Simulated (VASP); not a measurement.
Here is the system:

```
Se
1.0
    1.99603    -3.45722     0.00000
    1.99603     3.45722     0.00000
    0.00000     0.00000     5.03069
Se
3
Direct
  0.00000   0.24645   0.66667
  0.75355   0.75355   0.00000
  0.24645   0.00000   0.33333
```

Method: PBE GGA with D3 dispersion (Becke-Johnson damping), VASP's PBE PAW potentials (set 64) (plane waves; VASP 6.6.1). Run with 520 eV cut-off, 6×6×5 Γ-centred mesh, Gaussian smearing of 0.050 eV, potentials Se.

The ions and cell shape at fixed volume are relaxed. Give the cell that the relaxation ends in.

```
Se
1.0
    1.97374    -3.41861     0.00000
    1.97374     3.41861     0.00000
    0.00000     0.00000     5.14497
Se
3
Direct
  0.00000   0.25691   0.66667
  0.74309   0.74309   0.00000
  0.25691   0.00000   0.33333
```
Space group P3_121 (152), at a tolerance of 0.03 Å.

How much energy does the relaxation gain?

The energy (σ→0) changes by -13.4 meV/atom, in 7 ionic steps.

```json
[
 {"step": "1", "E(σ→0) (eV)": "-11.4306", "max force (eV/Å)": "0.513", "pressure (GPa)": "4.57", "volume (Å³)": "69.43"},
 {"step": "2", "E(σ→0) (eV)": "-11.4632", "max force (eV/Å)": "0.191", "pressure (GPa)": "2.86", "volume (Å³)": "69.43"},
 {"step": "3", "E(σ→0) (eV)": "-11.4704", "max force (eV/Å)": "0.040", "pressure (GPa)": "1.53", "volume (Å³)": "69.43"},
 {"step": "4", "E(σ→0) (eV)": "-11.4705", "max force (eV/Å)": "0.021", "pressure (GPa)": "1.64", "volume (Å³)": "69.43"},
 {"step": "5", "E(σ→0) (eV)": "-11.4705", "max force (eV/Å)": "0.012", "pressure (GPa)": "1.70", "volume (Å³)": "69.43"},
 {"step": "6", "E(σ→0) (eV)": "-11.4707", "max force (eV/Å)": "0.006", "pressure (GPa)": "1.68", "volume (Å³)": "69.43"},
 {"step": "7", "E(σ→0) (eV)": "-11.4709", "max force (eV/Å)": "0.005", "pressure (GPa)": "1.65", "volume (Å³)": "69.43"}
]
```

The compound is Se in the trig structure. This cell is one point of a volume scan, at 0.94 of the reference volume. Symmetry was kept, so distortions that lower it aren't found.
